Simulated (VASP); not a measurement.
# Hf under a change of volume

How do stress and energy of Hf follow a change of volume?

Method: r2SCAN; plane waves and PAW (Hf_sv_GW), in the first sound run; inputs show where later runs differ, in VASP 6.6.1.

This is a report of a sequence of runs, with most program output left out.

## 1. Starting point

It takes space group P6_3/mmc (No. 194, hexagonal). The conventional cell has a = 3.200 Å, b = 3.200 Å, c = 5.062 Å, α = 90.00°, β = 90.00°, γ = 120.00°. Nearest to Hf lie 12 Hf at 3.13 to 3.20 Å.

## 2. Relax the crystal, r2SCAN

The series starts from the cell that this level prefers, so that zero strain is near zero stress.

This step took 2 runs in a row; the last is shown.

Level: r2SCAN; plane waves and PAW (Hf_sv_GW).

INCAR reads:

```
SYSTEM = Hf
PREC = Accurate
ENCUT = 470
EDIFF = 1E-07
NELM = 120
ISMEAR = 1
SIGMA = 0.15
LREAL = .FALSE.
ALGO = Normal
METAGGA = R2SCAN
LASPH = .TRUE.
NBANDS = 18
LORBIT = 11
LWAVE = .FALSE.
LCHARG = .FALSE.
KPAR = 8
IBRION = 2
NSW = 40
ISIF = 3
EDIFFG = -0.005
POTIM = 0.4
```

POSCAR reads:

```
Hf
1.0
    3.1859367787      0.0000000000      0.0000000000
   -1.5929683894      2.7591021852      0.0000000000
    0.0000000000      0.0000000000      5.0263932259
Hf
2
Direct
    0.0000000000      0.0000000000      0.0000000000
    0.3333333333      0.6666666667      0.5000000000
```

KPOINTS reads:

```
Automatic mesh
0
Gamma
21 21 12
0 0 0
```

PAW data sets: Hf_sv_GW (PBE family, release 64).

Launch:

```bash
$ mpirun -np 8 vasp_std
```

Run time: 4.1 min. Hardware: 8 MPI ranks of AMD EPYC 7R43, shared host; peak memory 2.3 GiB.

Numbers from this step:

* energy(sigma→0) of the program: -95.8073 eV
* stress, compression positive: xx, yy, zz 0.01, 0.01, 0.00 GPa
* volume: 44.184 Å³
* ionic steps: 1

## 3. Relax at fixed volume, r2SCAN

One member in full: the volume is scaled by 1.01, and shape and atoms relax at that volume.

Level: r2SCAN; plane waves and PAW (Hf_sv_GW).

Changes to INCAR since step 2:

```diff
@@ -15,7 +15,7 @@
 LCHARG = .FALSE.
-KPAR = 8
+KPAR = 2
 IBRION = 2
 NSW = 40
-ISIF = 3
-EDIFFG = -0.005
+ISIF = 4
+EDIFFG = -0.004
 POTIM = 0.4
```

POSCAR reads:

```
Hf
1.0
    3.1965213640      0.0000000000      0.0000000000
   -1.5982606821      2.7682687050      0.0000000000
    0.0000000000      0.0000000000      5.0430923294
Hf
2
Direct
    0.0000000000      0.0000000000      0.0000000000
    0.3333333333      0.6666666667      0.5000000000
```

KPOINTS is that of step 2.

Launch:

```bash
$ mpirun -np 2 vasp_std
```

The job ended after 13 min (2 MPI ranks; peak memory 0.6 GiB).

This run gave:

```
energy(sigma→0) of the program : -95.8081 eV
stress, compression positive   : xx, yy, zz -1.11, -1.11, -1.14 GPa
ionic steps                    : 1
```

## 4. All members

The other members went through these steps as far as the tables show, with the same cutoff and, step by step, the same mesh; 9 runs are not shown. The session took 6.5 core hours (wall time by ranks) on a shared machine.

```
volume over the relaxed volume  volume (Å³/atom)  pressure (GPa)  energy above the unstrained row, extrapolated to no smearing (meV/atom)
                         0.940            20.766           7.881                                                                   38.561
                         0.960            21.208           5.029                                                                   18.300
                         0.980            21.650           2.410                                                                    5.644
                         0.990            21.871           1.181                                                                    1.989
                             1            22.092           0.004                                                                    0.000
                         1.010            22.313          -1.122                                                                   -0.380
                         1.020            22.534               ?                                                                        ?
                         1.040            22.976          -4.217                                                                    7.370
                         1.060            23.417          -6.070                                                                   19.320
```

## 5. Stress from the known rows

A least-squares cubic through the 8 rows shown, with u the logarithm of the volume ratio: pressure = − 99.55 u³ + 191.5 u² − 115.1 u + 0.005175 (GPa), r.m.s. residual 0.0012 GPa.

For the withheld row, u = 0.01980, the fit gives -2.199 GPa.

## 6. The withheld row

The calculation gives -2.199 GPa, so the prediction is right to the last digit shown.

A cubic of the pressure in ln(V/V₀) through all rows has the slope −B at V₀: B = 115 GPa, and its curvature gives B′ = 3.3.

## 7. Summary of results

```json
{
  "error of the predicted pressure": "0.000 GPa",
  "bulk modulus": "115 GPa"
}
```

The slope of the energy gives 0.85 GPa at the relaxed volume where the pressure column has 0.00 GPa, a mark of the finite basis or of the smearing. These are static values: temperature and zero-point motion are left out. In a metal the slopes also depend on mesh and smearing, which were held through the series.

[Lines on the potential files, build, host, timing and source positions are cut from VASP's logs without a mark.]

[Logs are printed without paths, hosts, clocks, repeated set-up lines and the standing remarks that a program may print on its own settings, such as how far it seeks lower states.]

[Hosts, paths, dates, database ids (printed as entryN), source tags and the programs' standing remarks are cut or masked in the printed files.]

[In band tables of VASP the shares of atoms and orbitals are scaled to a sum of 1 inside the atoms' spheres.]
